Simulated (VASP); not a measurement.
```
Na2S
1.0
    0.00000     3.34244     3.34244
    3.34244     0.00000     3.34244
    3.34244     3.34244     0.00000
Na S
2 1
Direct
  0.25000   0.25000   0.25000
  0.75000   0.75000   0.75000
  0.00000   0.00000   0.00000
```

All values below come from r2SCAN meta-GGA, VASP's PBE PAW potentials (set 64) (plane waves; VASP). Run with 480 eV cut-off, 6×6×6 Γ-centred mesh, Gaussian smearing of 0.050 eV, potentials Na_pv S.

Question: Give the stress tensor in GPa (positive for a compressed cell).

Answer: 
```
-2.22   0.00   0.00
 0.00  -2.22   0.00
 0.00   0.00  -2.22
```
The pressure is its mean diagonal, -2.22 GPa.

The compound is Na2S in the antifluorite structure. This cell was strained or had an atom moved on purpose.
